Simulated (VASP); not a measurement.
The system is GaAs.

```
CELL_PARAMETERS angstrom
0.00000 2.83357 2.81237
2.83357 0.00000 2.81237
2.83357 2.83357 0.00000
ATOMIC_POSITIONS crystal
Ga 0.00000 0.00000 0.00000
As 0.25000 0.25000 0.25000
```

The cell was built by a generator and isn't the measured one.

Base run:

- Program: VASP 6.6.1
- Functional: PBE
- Potentials or basis: VASP PAW PBE potentials, release 64 (Ga_d, As)
- Cutoff: 600 eV
- k mesh: 12 × 12 × 12
- Occupations: gaussian, width 0.02 eV
- Spin: no spin polarisation

Its results: band gap on the k mesh 0.49 eV, direct; pressure 3.5 GPa.

Question: After a change of settings the same cell gave: band gap on the k mesh 0.31 eV, direct; pressure -1.6 GPa. Which change was it?
A. functional from PBE to LDA; potentials or basis from VASP PAW PBE potentials, release 64 (Ga_d, As) to VASP PAW LDA potentials, release 64 (Ga_d, As)
B. k mesh from 12 × 12 × 12 to 8 × 8 × 8
C. cutoff from 600 eV to 400 eV
D. functional from PBE to r2SCAN; further incar settings from ALGO = Fast; EDIFF = 1e-08 to ALGO = Normal; EDIFF = 1e-08

Answer: A.

Not every run made on this cell is shown here.
